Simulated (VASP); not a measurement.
An input for Quantum ESPRESSO's pw.x (written as the equivalent of a VASP run, and not itself run):

```
&CONTROL
  calculation = 'vc-relax'
  pseudo_dir = './pseudo'
  outdir = './out'
  tprnfor = .true.
  tstress = .true.
  nstep = 60
  forc_conv_thr = 0.00078
/
&SYSTEM
  ibrav = 0
  nat = 5
  ntyp = 3
  ecutwfc = 84
  occupations = 'smearing'
  smearing = 'gaussian'
  degauss = 0.003675
  input_dft = 'vdw-df2-b86r'
/
&ELECTRONS
  conv_thr = 7.3e-08
  electron_maxstep = 100
/
&IONS
/
&CELL
/
ATOMIC_SPECIES
  Sr 87.620 Sr.upf
  Ti 47.867 Ti.upf
  O 15.999 O.upf
CELL_PARAMETERS angstrom
     3.8964091   -0.0000000    0.0000000
    -0.0000000    3.8964091    0.0000000
    -0.0000000   -0.0000000    3.8964091
ATOMIC_POSITIONS crystal
  Sr   0.0000000  0.0000000  0.0000000
  Ti   0.5000000  0.5000000  0.5000000
  O    0.5000000  0.0000000  0.5000000
  O    0.0000000  0.5000000  0.5000000
  O    0.5000000  0.5000000  0.0000000
K_POINTS automatic
  5 5 5 0 0 0
```

Task: Write the VASP files for the same calculation (rev-vdW-DF2).

Result: One answer among several that fit: 
**POSCAR**
```
SrTiO3
1.0
  3.8964091187   0.0000000000   0.0000000000
  0.0000000000   3.8964091187   0.0000000000
  0.0000000000   0.0000000000   3.8964091187
Sr Ti O
1 1 3
Cart
  0.0000000000   0.0000000000   0.0000000000
  1.9482045593   1.9482045593   1.9482045593
  1.9482045593   0.0000000000   1.9482045593
  0.0000000000   1.9482045593   1.9482045593
  1.9482045593   1.9482045593   0.0000000000
```

**INCAR**
```
AGGAC = 0.0
ALGO = Normal
EDIFF = 1E-6
EDIFFG = -0.02
ENCUT = 520
GGA = MK
IBRION = 2
ISIF = 3
ISMEAR = 0
LASPH = .True.
LCHARG = .False.
LMAXMIX = 4
LREAL = .False.
LUSE_VDW = .True.
LWAVE = .False.
NELM = 100
NSW = 60
PARAM1 = 0.1234568
PARAM2 = 0.7114
PREC = Accurate
SIGMA = 0.05
SYSTEM = SrTiO3
ZAB_VDW = -1.8867
```

### KPOINTS
```
Automatic mesh
0
Gamma
5 5 5
0 0 0
```

POTCAR, in this order: Sr_sv Ti_sv O (PBE.64 set). Program: vasp_std.

Limits of the translation: the potentials are each code's own (VASP's PAW set, PseudoDojo norm-conserving files in pw.x), so ENCUT and ecutwfc are chosen apart and not converted; conv_thr bounds pw.x's estimated SCF error, while EDIFF bounds the energy change between steps; forc_conv_thr acts on force components and is met together with etot_conv_thr.

The compound is SrTiO3 in the cubic perovskite structure, the ideal cubic form; the compound distorts at low or room temperature. This run relaxes it. Symmetry was kept, so distortions that lower it aren't found.
